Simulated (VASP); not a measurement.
A run of VASP 6.6.1 is set up as follows.

INCAR

```
SYSTEM = HfGe
PREC = Accurate
ENCUT = 500
EDIFF = 1E-7
ISMEAR = -1
SIGMA = 0.05
LREAL = .False.
LASPH = .True.
NELM = 80
ALGO = Fast
ISIF = 2
LWAVE = .False.
LCHARG = .False.
MAGMOM = 0.289 0.289 0.289 0 0 0
LORBIT = 11
LSORBIT = .True.
GGA_COMPAT = .False.
LORBMOM = .True.
LMAXMIX = 4
LDAU = .True.
LDAUTYPE = 1
LDAUL = 2 -1
LDAUU = 5.3 0
LDAUJ = 0.5 0
LDAUPRINT = 1
GGA = RE
NBANDS = 20
```

File KPOINTS:

```
Automatic mesh
0
Gamma
  6 6 5
  0 0 0
```

The input POSCAR:

```
HfGe
3.2197
    0.999989440010      0.000000000000      0.000000000000
    0.000000000000      0.999989440010      0.000000000000
    0.000000000000      0.000000000000      1.276028108209
Hf Ge
1 1
Direct
    0.5000000000      0.5000000000      0.0000000000
    0.0000000000      0.0000000000      0.0000000000
```

Potentials or basis: VASP PAW PBE potentials, release 64 (Hf, Ge).

Command:

```console
$ cat potpaw_PBE.64/Hf/POTCAR potpaw_PBE.64/Ge/POTCAR > POTCAR
$ mpirun -np 1 vasp_ncl > vasp.out
```

Predict the net moment.

0.00 μB per cell.

Estimate the pressure.

72.8 GPa.

Stress tensor (GPa, compression positive):
```
108.61   0.00   0.00
  0.00 108.61   0.00
  0.00   0.00   1.31
```

Caveat: a pressure of tens of GPa on the cell as given is suspect, and the run, the potentials or the cell itself is likely at fault; the PAW data sets were made with another functional, which shifts forces and pressure a little; the U is typed as a test and isn't derived for this compound. The state reached can hang on the start; a lower one may exist.
